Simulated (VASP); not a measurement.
Computed with r2SCAN meta-GGA, VASP's PBE PAW potentials (set 64) (plane waves; VASP 6.6.1).

Gaps are without spin-orbit coupling.

### Question
Order these relaxed crystals by band gap, smallest first: BAs, P6_3mc (186); CdS, P6_3mc (186); CsPbBr3, Pm-3m (221); ZrPbO3, Amm2 (38).

### Answer
BAs, P6_3mc (186) (1.33 eV), CdS, P6_3mc (186) (1.63 eV), CsPbBr3, Pm-3m (221) (2.05 eV), ZrPbO3, Amm2 (38) (3.11 eV)
